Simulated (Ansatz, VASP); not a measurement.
# Si3H10C3 (SiC wire along [100], 6 atoms a period, H-terminated) in two plane-wave programs, part 2 of 2

Aim: how closely do two programs agree when they are given the same cell, functional and k mesh? Of the first pair: The structure shown is the start of the Ansatz relaxation below; VASP solves that cell, so the two are compared at the walk's first step.

VASP 6.6.1 and Ansatz 0.2.0.

So far: The structure; Ansatz: relaxation, PBE.

### Step 3. VASP: single point, PBE, start cell, pair 1

Level of this step: PBE; plane waves and PAW (Si, H, C) (VASP).

The same cell, functional, mesh and smearing now go to VASP, with its own data sets.

Lines of VASP's logs that name or quote its potential files are left out, and so is its time.

Contents of INCAR:

```
SYSTEM = Si3H10C3
PREC = Accurate
ENCUT = 520
EDIFF = 1E-06
NELM = 120
ISMEAR = -1
SIGMA = 0.05
LREAL = .FALSE.
ALGO = Normal
GGA = PE
NBANDS = 33
LORBIT = 11
LWAVE = .FALSE.
LCHARG = .FALSE.
ISIF = 2
LASPH = .TRUE.
GGA_COMPAT = .FALSE.
EFERMI = MIDGAP
KPAR = 4
```

Contents of POSCAR:

```
Si3H10C3
1.0
   11.5800000000      0.0000000000      0.0000000000
    0.0000000000     11.5800000000      0.0000000000
    0.0000000000      0.0000000000      4.3800000000
Si H C
3 10 3
Direct
    0.4440096718      0.4440096718      0.0000000000
    0.4440096718      0.6331288428      0.5000000000
    0.6331288428      0.4440096718      0.5000000000
    0.5944097582      0.5944097582      0.1023671233
    0.3707190846      0.3707190846      0.1937682648
    0.3707190846      0.7064194301      0.3062317352
    0.7064194301      0.3707190846      0.3062317352
    0.2936096718      0.4827288428      0.6023671233
    0.4827288428      0.2936096718      0.6023671233
    0.5173002591      0.7064194301      0.6937682648
    0.7064194301      0.5173002591      0.6937682648
    0.2936096718      0.5944097582      0.8976328767
    0.5944097582      0.2936096718      0.8976328767
    0.5385692573      0.5385692573      0.2500000000
    0.3494500864      0.5385692573      0.7500000000
    0.5385692573      0.3494500864      0.7500000000
```

Contents of KPOINTS:

```
Automatic mesh
0
Gamma
1 1 19
0 0 0
```

The projector-augmented-wave data sets are Si, H and C (PBE family, release 64).

Launch:

```console
> mpirun -np 4 vasp_std
```

Numbers of over 12 decimals in the logs are rounded to 6 here.

Log:

```text
[banner, memory and clock lines left out]
running    4 mpi-ranks, on    1 nodes
 distrk:  each k-point on    1 cores,    4 groups
 distr:  one band on    1 cores,    1 groups

 POSCAR found type information on POSCAR SiH C
 POSCAR found :  3 types and      16 ions
 LDA part: xc-table for (Slater+PW92), standard interpolation
 POSCAR, INCAR and KPOINTS ok, starting setup
 FFT: planning ... GRIDC
 FFT: planning ... GRID_SOFT
 FFT: planning ... GRID
 WAVECAR not read
 entering main loop
       N       E                     dE             d eps       ncg     rms          rms(c)
DAV:   1     0.188664966675E+03    0.18866E+03   -0.10447E+04   660   0.716E+02
DAV:   2    -0.494183438842E+02   -0.23808E+03   -0.22414E+03   988   0.154E+02
DAV:   3    -0.866335365030E+02   -0.37215E+02   -0.36851E+02   830   0.645E+01
DAV:   4    -0.885439412608E+02   -0.19104E+01   -0.19039E+01   936   0.179E+01
DAV:   5    -0.886084543524E+02   -0.64513E-01   -0.64499E-01   904   0.316E+00    0.173E+01
DAV:   6    -0.807864953204E+02    0.78220E+01   -0.14432E+01   896   0.158E+01    0.863E+00
DAV:   7    -0.799287353867E+02    0.85776E+00   -0.49720E+00   928   0.825E+00    0.395E+00
DAV:   8    -0.795950583037E+02    0.33368E+00   -0.62763E-01   911   0.327E+00    0.103E+00
DAV:   9    -0.795067978128E+02    0.88260E-01   -0.15662E-01   904   0.172E+00    0.415E-01
DAV:  10    -0.794936738758E+02    0.13124E-01   -0.46207E-02   872   0.837E-01    0.322E-01
DAV:  11    -0.794830680713E+02    0.10606E-01   -0.17103E-02   768   0.482E-01    0.162E-01
DAV:  12    -0.794847956902E+02   -0.17276E-02   -0.29145E-03   688   0.226E-01    0.102E-01
DAV:  13    -0.794898642099E+02   -0.50685E-02   -0.25887E-03   753   0.184E-01    0.446E-02
DAV:  14    -0.794920902740E+02   -0.22261E-02   -0.48006E-04   912   0.808E-02    0.341E-02
DAV:  15    -0.794949005899E+02   -0.28103E-02   -0.25791E-04   770   0.694E-02    0.200E-02
DAV:  16    -0.794957918644E+02   -0.89127E-03   -0.74106E-05   839   0.371E-02    0.115E-02
DAV:  17    -0.794966896543E+02   -0.89779E-03   -0.97095E-05   783   0.341E-02    0.935E-03
DAV:  18    -0.794968980948E+02   -0.20844E-03   -0.17569E-05   832   0.182E-02    0.480E-03
DAV:  19    -0.794970850126E+02   -0.18692E-03   -0.40139E-05   726   0.180E-02    0.223E-03
DAV:  20    -0.794970954383E+02   -0.10426E-04   -0.15825E-06   792   0.622E-03    0.131E-03
DAV:  21    -0.794971062940E+02   -0.10856E-04   -0.22908E-06   651   0.460E-03    0.127E-03
DAV:  22    -0.794971065321E+02   -0.23801E-06   -0.20449E-07   760   0.237E-03
   1 F= -.79497107E+02 E0= -.79497107E+02  d E =0.000000E+00
```

Parts of OUTCAR (step 3):

```text
ion  position               nearest neighbor table
   1  0.444  0.444  0.000-   5 1.47  15 1.90  16 1.90  14 1.90   2 3.10   3 3.10   2 3.10   3 3.10

  LATTYP: Found a simple tetragonal cell.
 ALAT       =    11.5800000000
 C/A-ratio  =     0.3782383420

 Subroutine GETGRP returns: Found  2 space group operations
 (whereof  2 operations were pure point group operations)

The static configuration has the point symmetry C_1h.

 Found     10 irreducible k-points:

   k-points           NKPTS =     10   k-points in BZ     NKDIM =     10   number of bands    NBANDS=     33

   dimension x,y,z NGX =    90 NGY =   90 NGZ =   36
   dimension x,y,z NGXF=   180 NGYF=  180 NGZF=   72

   ENCUT  =  520.0 eV  38.22 Ry    6.18 a.u.  21.53 21.53  8.14*2*pi/ulx,y,z

   NELECT =      34.0000    total number of electrons

 k-points in reciprocal lattice and weights: Automatic mesh
   0.00000000  0.00000000  0.00000000       0.053
   0.00000000  0.00000000  0.05263158       0.105
   0.00000000  0.00000000  0.10526316       0.105
   0.00000000  0.00000000  0.15789474       0.105
   0.00000000  0.00000000  0.21052632       0.105
   0.00000000  0.00000000  0.26315789       0.105
   0.00000000  0.00000000  0.31578947       0.105
   0.00000000  0.00000000  0.36842105       0.105
   0.00000000  0.00000000  0.42105263       0.105
   0.00000000  0.00000000  0.47368421       0.105

 average (electrostatic) potential at core
       1 -91.5518       2 -91.5311       3 -91.5311       4 -40.5052       5 -39.0387
       6 -39.0467       7 -39.0467       8 -40.3248       9 -40.3248      10 -39.1004
      11 -39.1004      12 -40.3126      13 -40.3126      14 -56.4831      15 -56.5257
      16 -56.5257

 E-fermi :  -2.2377

 k-point     1 :       0.0000    0.0000    0.0000
  band No.  band energies     occupation
    ...
     13      -6.4484      2.00000
     14      -6.0641      2.00000
     15      -5.3192      2.00000
     16      -5.1453      2.00000
     17      -4.8765      2.00000
     18       0.4012      0.00000
     19       0.7779      0.00000
     20       0.8453      0.00000
     21       1.1493      0.00000
     22       1.6449      0.00000
    ...

 k-point     2 :       0.0000    0.0000    0.0526
  band No.  band energies     occupation
    ...
     13      -6.4361      2.00000
     14      -6.0482      2.00000
     15      -5.3184      2.00000
     16      -5.1579      2.00000
     17      -4.8866      2.00000
     18       0.4291      0.00000
     19       0.7733      0.00000
     20       0.8647      0.00000
     21       1.1667      0.00000
     22       1.6698      0.00000
    ...

 k-point     3 :       0.0000    0.0000    0.1053
  band No.  band energies     occupation
    ...
     13      -6.4071      2.00000
     14      -6.0085      2.00000
     15      -5.3186      2.00000
     16      -5.1915      2.00000
     17      -4.9171      2.00000
     18       0.5109      0.00000
     19       0.7757      0.00000
     20       0.9207      0.00000
     21       1.2175      0.00000
     22       1.7331      0.00000
    ...

  Total       -0.4763898     -0.4763898      0.9535391     -0.3411284      0.1522122      0.1522123
  in kB       -1.2995166     -1.2995166      2.6011048     -0.9305447      0.4152111      0.4152112
  external PRESSURE =       0.0006906 kB  Pullay stress =       0.0000000 kB

  energy-cutoff  :      520.00
  volume of cell :      587.34
      direct lattice vectors                 reciprocal lattice vectors
    11.580000000  0.000000000  0.000000000     0.086355786  0.000000000  0.000000000
     0.000000000 11.580000000  0.000000000     0.000000000  0.086355786  0.000000000
     0.000000000  0.000000000  4.380000000     0.000000000  0.000000000  0.228310502

 POSITION                                       TOTAL-FORCE (eV/Angst)
 -----------------------------------------------------------------------------------
      5.14163      5.14163      0.00000         0.311883      0.311883     -0.590930
      5.14163      7.33163      2.19000        -0.131090     -0.713534     -0.120867
      7.33163      5.14163      2.19000        -0.713534     -0.131090     -0.120867
      6.88326      6.88326      0.44837        -0.316666     -0.316666      0.337832
      4.29293      4.29293      0.84870        -0.278860     -0.278860      0.307219
      4.29293      8.18034      1.34130        -0.220777      0.409613     -0.224480
      8.18034      4.29293      1.34130         0.409613     -0.220777     -0.224480
      3.40000      5.59000      2.63837         0.247952      0.390428      0.388045
      5.59000      3.40000      2.63837         0.390428      0.247952      0.388045
      5.99034      8.18034      3.03870         0.213956      0.366063      0.232641
      8.18034      5.99034      3.03870         0.366063      0.213956      0.232641
      3.40000      6.88326      3.93163         0.256015     -0.367807     -0.413012
      6.88326      3.40000      3.93163        -0.367807      0.256015     -0.413012
      6.23663      6.23663      1.09500        -0.011567     -0.011567      0.163374
      4.04663      6.23663      3.28500        -0.162518      0.006909      0.028925
      6.23663      4.04663      3.28500         0.006909     -0.162518      0.028925
 -----------------------------------------------------------------------------------
    total drift:                                0.000025      0.000025      0.000046

  FREE ENERGIE OF THE ION-ELECTRON SYSTEM (eV)
  ---------------------------------------------------
  free  energy   TOTEN  =       -79.4971065321 eV

  energy  without entropy=      -79.4971065321  energy(sigma->0) =      -79.49710653

 total charge
# of ion       s       p       d       tot
------------------------------------------
    1        0.718   0.999   0.000   1.718
    2        0.723   1.017   0.000   1.740
    3        0.723   1.017   0.000   1.740
    4        0.602   0.044   0.000   0.646
    5        0.596   0.014   0.000   0.610
    6        0.592   0.014   0.000   0.606
    7        0.592   0.014   0.000   0.606
    8        0.609   0.042   0.000   0.651
    9        0.609   0.042   0.000   0.651
   10        0.592   0.014   0.000   0.606
   11        0.592   0.014   0.000   0.606
   12        0.609   0.042   0.000   0.651
   13        0.609   0.042   0.000   0.651
   14        0.828   1.712   0.000   2.541
   15        0.829   1.731   0.000   2.560
   16        0.829   1.731   0.000   2.560
--------------------------------------------------
tot         10.652   8.491   0.000  19.143

[... 3 further parts left out ...]
```

### Step 4. Differences

Known differences besides the potentials themselves: the cutoff is 420 eV in Ansatz and 520 eV in VASP. Total energies have different zeros and are not compared.

Forces on 10 of the 16 atoms, those with the largest forces and the largest differences (eV/Å; atoms numbered as in POSCAR):

| atom | Ansatz x, y, z | VASP x, y, z |
| --- | --- | --- |
| Si1 | 0.321, 0.321, -0.601 | 0.312, 0.312, -0.591 |
| Si2 | -0.132, -0.732, -0.121 | -0.131, -0.714, -0.121 |
| Si3 | -0.732, -0.132, -0.121 | -0.714, -0.131, -0.121 |
| H4 | -0.331, -0.331, 0.352 | -0.317, -0.317, 0.338 |
| H8 | 0.261, 0.405, 0.403 | 0.248, 0.390, 0.388 |
| H9 | 0.405, 0.261, 0.403 | 0.390, 0.248, 0.388 |
| H12 | 0.269, -0.382, -0.428 | 0.256, -0.368, -0.413 |
| H13 | -0.382, 0.269, -0.428 | -0.368, 0.256, -0.413 |
| C15 | -0.188, 0.007, 0.028 | -0.163, 0.007, 0.029 |
| C16 | 0.007, -0.188, 0.028 | 0.007, -0.163, 0.029 |

The forces differ by 12 meV/Å r.m.s., which is 3.8 % of the r.m.s. force of 0.314 eV/Å (both taken over all components).

### Step 5. Ansatz: relaxation, PBE

This run makes the geometry at which the two programs are then compared. The cell compared in this pair holds 628.73 Å³, against 587.34 Å³ for the pair before.

The structure compared here is the end of the Ansatz relaxation.

Contents of input.yaml:

```yaml
crystal:
  lattice:
    - [11.58, 0.0, 0.0]
    - [0.0, 11.58, 0.0]
    - [0.0, 0.0, 4.38]
  atoms:
    - { symbol: Si, position: [0.444009698, 0.444009698, 0.0] }
    - { symbol: H, position: [0.594409724, 0.594409724, 0.102367054] }
    - { symbol: H, position: [0.37071912, 0.37071912, 0.193768241] }
    - { symbol: C, position: [0.538569283, 0.538569283, 0.25] }
    - { symbol: H, position: [0.37071912, 0.706419447, 0.306231759] }
    - { symbol: H, position: [0.706419447, 0.37071912, 0.306231759] }
    - { symbol: Si, position: [0.444009698, 0.633128869, 0.5] }
    - { symbol: Si, position: [0.633128869, 0.444009698, 0.5] }
    - { symbol: H, position: [0.293609672, 0.482728843, 0.602367054] }
    - { symbol: H, position: [0.482728843, 0.293609672, 0.602367054] }
    - { symbol: H, position: [0.517300276, 0.706419447, 0.693768241] }
    - { symbol: H, position: [0.706419447, 0.517300276, 0.693768241] }
    - { symbol: C, position: [0.349450112, 0.538569283, 0.75] }
    - { symbol: C, position: [0.538569283, 0.349450112, 0.75] }
    - { symbol: H, position: [0.293609672, 0.594409724, 0.897632946] }
    - { symbol: H, position: [0.594409724, 0.293609672, 0.897632946] }
kpoints:
  mp_grid: { grid: [1, 1, 19] }
scf:
  occupations: { method: fermi_dirac, width: 0.05 }
hamiltonian:
  xc: pbe
relax:
  cell: { fix: [a, b, alpha, beta, gamma] }
  max_steps: 60
```

Launch:

```console
> ansatz run input.yaml --threads 4 --pin off --max-ram 16384MiB --backend cpu --events-out ev --progress --plain --runs-dir out
```

Log:

```text
[...]
Crystal: 16 atoms, lattice volume = 587.342 Å³
Basis set: ecut = 420 eV, 11487 PW (Γ), exchange–correlation on 160×160×60 points (8 copies of the dense FFT grid, shifted against one another)
Bands: 33, of which v1, the nominal top of the filled ones, is band 17 counted from 1 (16 counted from 0)
Symmetry: 2 space group operations
[...]
- { symbol: H, position: [0.295017, 0.485747, 0.636600] }
    - { symbol: H, position: [0.485747, 0.295017, 0.636600] }
    - { symbol: H, position: [0.519860, 0.709480, 0.654397] }
    - { symbol: H, position: [0.709480, 0.519860, 0.654397] }
    - { symbol: C, position: [0.354947, 0.541362, 0.757037] }
    - { symbol: C, position: [0.541362, 0.354947, 0.757037] }
    - { symbol: H, position: [0.301698, 0.599822, 0.887147] }
    - { symbol: H, position: [0.599822, 0.301698, 0.887147] }
[key lines of the parts left out:]
SCF converged after 6 iterations
Free energy (F): -2820.838455 eV
Fermi energy:    -2.208286 eV
P = ⅓ Tr σ = 0.0011 GPa (0.011 kbar)
```

### Step 6. VASP: single point, PBE, relaxed cell, pair 2

The same cell, functional, mesh and smearing now go to VASP, with its own data sets.

INCAR, as its differences from that of step 3:

```diff
@@ -2,3 +2,3 @@
 PREC = Accurate
-ENCUT = 520
+ENCUT = 600
 EDIFF = 1E-06
```

Contents of POSCAR:

```
Si3H10C3
1.0
   11.5800000000      0.0000000000      0.0000000000
    0.0000000000     11.5800000000      0.0000000000
    0.0000000000      0.0000000000      4.6886279290
Si H C
3 10 3
Direct
    0.4452459543      0.4452459543      0.9940058882
    0.4413828638      0.6291538418      0.4948771264
    0.6291538418      0.4413828638      0.4948771264
    0.5892923497      0.5892923497      0.1356183579
    0.3665351521      0.3665351521      0.1591160385
    0.3630240677      0.7034916224      0.3184039334
    0.7034916224      0.3630240677      0.3184039334
    0.2950166958      0.4857468162      0.6366002370
    0.4857468162      0.2950166958      0.6366002370
    0.5198596711      0.7094798427      0.6543969348
    0.7094798427      0.5198596711      0.6543969348
    0.3016980185      0.5998220719      0.8871473029
    0.5998220719      0.3016980185      0.8871473029
    0.5320239486      0.5320239486      0.2604708490
    0.3549469699      0.5413621017      0.7570365462
    0.5413621017      0.3549469699      0.7570365462
```

KPOINTS is that of step 3.

Launch:

```console
> mpirun -np 4 vasp_std
```

Log:

```text
[... set-up lines as in an earlier step ...]
 entering main loop
       N       E                     dE             d eps       ncg     rms          rms(c)
DAV:   1     0.201491741820E+03    0.20149E+03   -0.11025E+04   660   0.794E+02
DAV:   2    -0.457617390039E+02   -0.24725E+03   -0.23253E+03  1022   0.157E+02
DAV:   3    -0.868375997576E+02   -0.41076E+02   -0.40689E+02   836   0.675E+01
DAV:   4    -0.891237215684E+02   -0.22861E+01   -0.22779E+01   928   0.194E+01
[...]
DAV:  20    -0.796895592432E+02   -0.16903E-04   -0.24073E-06   832   0.655E-03    0.146E-03
DAV:  21    -0.796895749649E+02   -0.15722E-04   -0.26181E-06   668   0.500E-03    0.122E-03
DAV:  22    -0.796895756594E+02   -0.69452E-06   -0.25253E-07   752   0.262E-03
   1 F= -.79689576E+02 E0= -.79689576E+02  d E =0.000000E+00
```

Parts of OUTCAR (step 6):

```text
  Total       -0.1229887     -0.1229887     -0.1021675      0.0047597     -0.0005929     -0.0005929
  in kB       -0.3134101     -0.3134101     -0.2603516      0.0121291     -0.0015108     -0.0015109
  external PRESSURE =      -0.2957239 kB  Pullay stress =       0.0000000 kB

 POSITION                                       TOTAL-FORCE (eV/Angst)
 -----------------------------------------------------------------------------------
      5.15595      5.15595      4.66052        -0.005709     -0.005709      0.004186
      5.11121      7.28560      2.32029         0.001555      0.014284      0.000742
      7.28560      5.11121      2.32029         0.014284      0.001555      0.000742
      6.82401      6.82401      0.63586         0.012344      0.012344     -0.011217
      4.24448      4.24448      0.74604         0.008228      0.008228     -0.007584
      4.20382      8.14643      1.49288         0.008922     -0.008538      0.008255
      8.14643      4.20382      1.49288        -0.008538      0.008922      0.008255
      3.41629      5.62495      2.98478        -0.011219     -0.012282     -0.010094
      5.62495      3.41629      2.98478        -0.012282     -0.011219     -0.010094
      6.01997      8.21578      3.06822        -0.008904     -0.008714     -0.007599
      8.21578      6.01997      3.06822        -0.008714     -0.008904     -0.007599
      3.49366      6.94594      4.15950        -0.009955      0.012308      0.011158
      6.94594      3.49366      4.15950         0.012308     -0.009955      0.011158
      6.16084      6.16084      1.22125        -0.013124     -0.013124      0.010063
      4.11029      6.26897      3.54946         0.022140     -0.001334     -0.000186
      6.26897      4.11029      3.54946        -0.001334      0.022140     -0.000186
 -----------------------------------------------------------------------------------
    total drift:                                0.000164      0.000164     -0.000333

  FREE ENERGIE OF THE ION-ELECTRON SYSTEM (eV)
  ---------------------------------------------------
  free  energy   TOTEN  =       -79.6895756594 eV

  energy  without entropy=      -79.6895756594  energy(sigma->0) =      -79.68957566

[... 1 part as in an earlier step ...]

[... 2 further parts left out ...]
[key lines of the parts left out:]
E-fermi :  -2.3910
```

### Step 7. Differences

What differs besides the data sets and the points named for the pairs above, as far as they apply: the cutoff is 420 eV in Ansatz and 600 eV in VASP; Ansatz's pressure holds a Pulay correction, VASP's none. Total energies have different zeros and are not compared.

Compared:

| quantity | Ansatz | VASP | difference |
| --- | --- | --- | --- |
| pressure (GPa) | 0.00 | -0.03 | +0.03 |
| gap on the k mesh (eV) | 5.407 | 5.409 | -0.002 |

At this near-relaxed geometry the largest component of a force difference is 23 meV/Å. A gap on the mesh is an upper bound, since the band edges may lie between its points.

### Step 8. Summary of results

```json
{
  "r.m.s. force difference (single point, PBE, start cell, pair 1)": "3.8 % of the r.m.s. force",
  "difference in gap on the k mesh (single point, PBE, relaxed cell, pair 2)": "-0.0020 eV",
  "r.m.s. force difference (single point, PBE, relaxed cell, pair 2)": "11 meV/Å"
}
```

**Reading.** The r.m.s. force difference is 3.8 % of the r.m.s. force (single point, PBE, start cell, pair 1), beyond the 3 % picked in this series as the mark of a large difference. What causes the difference of the single point, PBE, start cell, pair 1 pair stays open here. Such differences can come from data sets, numerical settings and the points named under the comparisons, not from the functional's error against experiment.

[Lines on the potential files, build, host, timing and source positions are cut from VASP's logs without a mark.]

[Logs are printed without paths, hosts, clocks, repeated set-up lines and the standing remarks that a program may print on its own settings, such as how far it seeks lower states.]

[Hosts, paths, dates, database ids (printed as entryN), source tags and the programs' standing remarks are cut or masked in the printed files.]
